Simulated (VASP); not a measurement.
Au, 1 atom in the cell. It takes space group Fm-3m (No. 225, cubic). Conventional cell: a = 4.080 Å, b = 4.080 Å, c = 4.080 Å, α = 90.00°, β = 90.00°, γ = 90.00°. Around Au (site symmetry m-3m) lie 12 Au at 2.88 Å. The cell was built by a generator and needn't be a form met in nature.

```yaml
Program: VASP 6.6.1
Task: relaxation of cell and atoms
Functional: PBE
Potentials_or_basis: VASP PAW PBE potentials, release 64 (Au)
Cutoff: 600 eV
k_mesh: 18 × 18 × 18
Occupations: methfessel-paxton, width 0.1 eV
Spin: no spin polarisation
Further_INCAR_settings: ALGO = Normal; EDIFF = 1e-06; IBRION = 2; EDIFFG = -0.005; NSW = 60; ISIF = 3
```

Potentials or basis: VASP PAW PBE potentials, release 64 (Au).

The run is started by

```bash
$ cat potpaw_PBE.64/Au/POTCAR > POTCAR
$ mpirun -np 1 vasp_std > vasp.out
```

Hardware: 1 thread of Intel(R) Xeon(R) Platinum 8488C (Sapphire Rapids), on a shared host.

Task: Estimate the wall time of this run.

Result: Run time: 34 s on 1 thread of Intel(R) Xeon(R) Platinum 8488C (Sapphire Rapids) (shared host), peak memory 0.17 GiB. Counts: scf iterations 30, k points 195, ion steps 4.
